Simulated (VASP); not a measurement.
# A VASP study of HfZrSi2 (PBEsol): structure first, properties next, part 2 of 2

Wanted: the relaxed cell of HfZrSi2 and its properties. The cell is invented: it takes the structure of a Materials Project entry for ZrTiC2 (space group 166 there), with some of its atoms replaced by other elements, volume scaled by an estimate. It may not be a known or stable phase. The atoms of the start are displaced at random from the sites of a R-3m cell.

VASP 6.6.1, plane waves and PAW; the level of theory is named at each step.

So far. Step 5 (Band structure (PBEsol)): There is no gap at this level. Step 6 (Density of states (PBEsol)): The finer mesh and the other smearing move the Fermi level by -0.00 eV from the 8×8×8 run, a small shift, which tests the Fermi level alone. Of the states within 0.3 eV of the Fermi level, the largest shares in the PAW spheres are Zr d 19 %, Hf d 16 % and Si p 14 %. The rest lies in smaller channels or between the spheres.

**7. Band structure (TB-mBJ)**

This step: TB-mBJ; plane waves and PAW (Hf_pv, Zr_sv, Si); invented cell (VASP 6.6.1).

Levels along the symmetry lines show where the bands peak and cross; KPOINTS_OPT computes them in the converged potential. TB-mBJ is a local potential fitted to gaps: it costs far less than a hybrid but gives no energy.

The input, INCAR:

```
SYSTEM = HfZrSi2
PREC = Accurate
ENCUT = 400
EDIFF = 1E-06
NELM = 150
ISMEAR = 0
SIGMA = 0.05
LREAL = .FALSE.
ALGO = Normal
METAGGA = MBJ
LASPH = .TRUE.
NBANDS = 29
LORBIT = 11
LWAVE = .FALSE.
LCHARG = .FALSE.
KPAR = 2
```

The input, POSCAR:

```
HfZrSi2
1.0
    1.8878339069      1.0899414150      6.0931092601
   -1.8878339069      1.0899414150      6.0931092601
    0.0000000000     -2.1798828300      6.0931092601
Hf Zr Si
1 1 2
Direct
    0.0000000000      0.0000000000      0.0000000000
    0.5000000000      0.5000000000      0.5000000000
    0.7491233293      0.7491233293      0.7491233293
    0.2508766707      0.2508766707      0.2508766707
```

The input, KPOINTS:

```
Automatic mesh
0
Gamma
8 8 8
0 0 0
```

The input, KPOINTS_OPT:

```
Line mode
16
Line-mode
Reciprocal
  0.00000000   0.00000000   0.00000000 GAMMA
  0.50000000   0.00000000   0.00000000 L

  0.50000000   0.00000000   0.00000000 L
  0.50000000   0.18799894  -0.18799894 B1

  0.81200106   0.50000000   0.18799894 B
  0.50000000   0.50000000   0.50000000 Z

  0.50000000   0.50000000   0.50000000 Z
  0.00000000   0.00000000   0.00000000 GAMMA

  0.00000000   0.00000000   0.00000000 GAMMA
  0.34399947   0.00000000  -0.34399947 X

  0.65600053   0.34399947   0.00000000 Q
  0.50000000   0.50000000   0.00000000 F

  0.50000000   0.50000000   0.00000000 F
  0.65600053   0.65600053   0.18799894 P1

  0.65600053   0.65600053   0.18799894 P1
  0.50000000   0.50000000   0.50000000 Z

  0.50000000   0.00000000   0.00000000 L
  0.81200106   0.34399947   0.34399947 P
```

The projector-augmented-wave data sets are Hf_pv, Zr_sv and Si (PBE family, release 64).

Launch:

```
> mpirun -np 2 vasp_std
```

It took 4 min on 2 MPI ranks of Intel Xeon 6975P-C (Granite Rapids), shared host; peak memory 0.73 GiB; 7.9 min of CPU time.

This functional is a potential without an energy, so its energies, forces and stress mean nothing and are not read.

Numbers from this step:

```
SCF cycles           : 35
irreducible k-points : 65
Fermi energy         : 7.348 eV
```

Electronic bands along the path, in eV, zero at the Fermi level; # counts the bands kept:

| point | #5 | #6 | #7 | #8 | #9 | #10 | #11 | #12 |
| --- | --- | --- | --- | --- | --- | --- | --- | --- |
| Γ | -2.33 | 0.10 | 0.10 | 0.23 | 0.75 | 0.75 | 2.35 | 2.35 |
| 0.47 of the way | -2.01 | -1.96 | -1.16 | -0.68 | 0.43 | 1.27 | 2.23 | 2.68 |
| L | -2.58 | -2.36 | -1.53 | -1.36 | 1.01 | 1.12 | 2.81 | 3.44 |
| 0.53 of the way | -2.61 | -2.59 | -1.88 | -1.85 | 1.96 | 2.08 | 2.47 | 2.71 |
| B1 | -2.74 | -2.64 | -1.67 | -1.62 | 1.30 | 1.61 | 2.73 | 3.07 |
| jump to B | -2.74 | -2.64 | -1.67 | -1.62 | 1.30 | 1.61 | 2.73 | 3.07 |
| 0.47 of the way | -2.04 | -1.96 | -1.34 | -1.23 | 0.76 | 0.79 | 2.38 | 2.49 |
| Z | -1.43 | -1.43 | -1.37 | -1.37 | 1.07 | 1.07 | 1.45 | 1.45 |
| 0.47 of the way | -2.06 | -0.68 | -0.41 | -0.41 | 0.52 | 0.52 | 2.29 | 2.29 |
| Γ | -2.33 | 0.10 | 0.10 | 0.23 | 0.75 | 0.75 | 2.35 | 2.35 |
| 0.53 of the way | -2.67 | -1.99 | -1.81 | -1.65 | 1.11 | 2.02 | 2.19 | 2.56 |
| X | -2.82 | -2.60 | -1.85 | -1.53 | 1.21 | 2.05 | 2.49 | 2.95 |
| jump to Q | -2.82 | -2.60 | -1.85 | -1.53 | 1.21 | 2.05 | 2.49 | 2.95 |
| 0.47 of the way | -2.55 | -2.41 | -2.02 | -0.67 | 0.26 | 2.54 | 2.63 | 3.39 |
| F | -2.29 | -2.20 | -1.93 | 0.21 | 0.34 | 1.91 | 2.84 | 2.96 |
| 0.47 of the way | -2.28 | -2.21 | -1.93 | 0.14 | 0.31 | 1.96 | 2.84 | 2.91 |
| P1 | -2.26 | -2.21 | -1.95 | -0.07 | 0.26 | 2.12 | 2.76 | 2.84 |
| 0.47 of the way | -1.96 | -1.92 | -1.52 | -0.52 | 0.08 | 1.38 | 1.78 | 2.44 |
| Z | -1.43 | -1.43 | -1.37 | -1.37 | 1.07 | 1.07 | 1.45 | 1.45 |
| jump to L | -2.58 | -2.36 | -1.53 | -1.36 | 1.01 | 1.12 | 2.81 | 3.44 |
| 0.47 of the way | -2.45 | -2.25 | -1.91 | -0.83 | 0.46 | 1.91 | 2.72 | 3.22 |
| P | -2.26 | -2.21 | -1.95 | -0.07 | 0.26 | 2.12 | 2.76 | 2.84 |

Of the projections kept (Hf, Zr, Si), the largest for each band there; the rest of the weight can lie on other orbitals:

| point | #5 | #6 | #7 | #8 | #9 | #10 | #11 | #12 |
| --- | --- | --- | --- | --- | --- | --- | --- | --- |
| Γ | Zr 0.35 | Zr 0.57 | Zr 0.57 | Zr 0.56 | Zr 0.52 | Zr 0.52 | Si 0.86 | Si 0.86 |
| L | Zr 0.48 | Hf 0.55 | Zr 0.58 | Hf 0.61 | Zr 0.77 | Hf 0.80 | Zr 0.99 | Zr 0.96 |
| B1 | Hf 0.49 | Zr 0.39 | Zr 0.36 | Hf 0.38 | Hf 0.53 | Zr 0.68 | Zr 0.82 | Hf 0.76 |
| B | Hf 0.49 | Zr 0.39 | Zr 0.36 | Hf 0.38 | Hf 0.53 | Zr 0.68 | Zr 0.82 | Hf 0.76 |
| Z | Zr 0.72 | Zr 0.72 | Hf 0.71 | Hf 0.71 | Zr 0.98 | Zr 0.98 | Hf 0.99 | Hf 0.99 |
| Γ | Zr 0.35 | Zr 0.57 | Zr 0.57 | Zr 0.56 | Zr 0.52 | Zr 0.52 | Si 0.86 | Si 0.86 |

There is no gap at this level.

**8. Zone-centre phonons (PBEsol)**

This step: PBEsol; plane waves and PAW (Hf_pv, Zr_sv, Si); invented cell (VASP 6.6.1).

Zone-centre modes test whether the atoms sit at a minimum within this cell. IBRION = 8 takes the force constants from linear response, which needs tightly converged orbitals.

The input, INCAR:

```
SYSTEM = HfZrSi2
PREC = Accurate
ENCUT = 400
EDIFF = 1E-08
NELM = 100
ISMEAR = 1
SIGMA = 0.2
LREAL = .FALSE.
ALGO = Normal
GGA = PS
NBANDS = 21
LORBIT = 11
LWAVE = .FALSE.
LCHARG = .FALSE.
KPAR = 2
IBRION = 8
ISIF = 2
```

POSCAR is that of step 7.

The input, KPOINTS:

```
Automatic mesh
0
Gamma
12 12 12
0 0 0
```

Launch:

```
> mpirun -np 2 vasp_std
```

It took 62 min on 2 MPI ranks; peak memory 4 GiB; 2.1 h of CPU time.

Energies printed during the response cycles are not total energies of the cell.

Numbers from this step:

| Property | Result |
| --- | --- |
| bands | 21 |
| irreducible k-points | 189 |
| pressure of the cell | 0.05592 GPa |
| largest force of the cell | 0.002218 eV/Å |
| Fermi energy | 7.474 eV |

The modes at Γ (shares of kinetic energy by element, %):

| mode | frequency (cm⁻¹) | symmetry | Hf % | Zr % | Si % |
| --- | --- | --- | --- | --- | --- |
| 1 | -0.5 | acoustic | 55 | 28 | 17 |
| 2 | -0.5 | acoustic | 55 | 28 | 17 |
| 3 | -0.1 | acoustic | 55 | 28 | 17 |
| 4 | 155.2 | Eu | 39 | 59 | 2 |
| 5 | 155.2 | Eu | 39 | 59 | 2 |
| 6 | 194.3 | A2u | 40 | 57 | 3 |
| 7 | 328.3 | Eg | 0 | 0 | 100 |
| 8 | 328.3 | Eg | 0 | 0 | 100 |
| 9 | 354.1 | A1g | 0 | 0 | 100 |
| 10 | 354.6 | A2u | 5 | 15 | 80 |
| 11 | 360.7 | Eu | 6 | 14 | 81 |
| 12 | 360.7 | Eu | 6 | 14 | 81 |

Displacements in mode 4 (155.2 cm⁻¹), the largest set to 1:
```
Hf1  0.58  0.00  0.00
Zr2 -1.00  0.00  0.00
Si3 -0.24  0.00  0.00
Si4 -0.24  0.00  0.00
```

Displacements in mode 10 (354.6 cm⁻¹), the largest set to 1:
```
Hf1  0.00  0.00  0.14
Zr2  0.00  0.00  0.34
Si3  0.00  0.00 -1.00
Si4  0.00  0.00 -1.00
```

The three acoustic modes lie within 0.5 cm⁻¹ of zero, and all others are real. By the characters of their eigenvectors the optical modes sort into (cm⁻¹) Raman active: Eg 328, A1g 354; infrared active: Eu 155, A2u 194, A2u 355, Eu 361. With a centre of inversion no mode is active in both.

**9. What came out**

| Item | Value |
| --- | --- |
| relaxed volume | 18.81 Å³/atom |
| relaxed conventional cell a, b, c | 3.776, 3.776, 18.279 Å; angles 90.0, 90.0, 120.0° |
| space group after relaxing, within 0.02 Å | R-3m (No. 166) |
| band gap | none, a metal |
| DOS at the Fermi level | 0.671 states/eV/cell |
| band gap (TB-mBJ) | none, a metal |
| highest zone-centre mode | 361 cm⁻¹ |

In words: With PBEsol, HfZrSi2 relaxes to 18.81 Å³/atom in space group R-3m and comes out as a metal. Band structure (PBEsol): Of the bands kept, 3 cross the Fermi level on this path. Band structure (TB-mBJ): Of the bands kept, 3 cross the Fermi level on this path. Zone-centre phonons (PBEsol): The highest mode in this list at Γ, 360.7 cm⁻¹, is mostly motion of Si (81 % of the kinetic energy). The other levels ran on the cell relaxed with PBEsol, and without spin-orbit coupling unless named. Spin-orbit coupling is left out, and with elements this heavy it would split and shift bands near the Fermi level. Modes at Γ alone can't show that the crystal is stable at other wave vectors. No search among competing phases was made. All values are for a static lattice at zero temperature.

[Lines on the potential files, build, host, timing and source positions are cut from VASP's logs without a mark.]

[Logs are printed without paths, hosts, clocks, repeated set-up lines and the standing remarks that a program may print on its own settings, such as how far it seeks lower states.]

[Hosts, paths, dates, database ids (printed as entryN), source tags and the programs' standing remarks are cut or masked in the printed files.]

[A measured line is paired with the nearest computed mode of its activity, which favours agreement.]
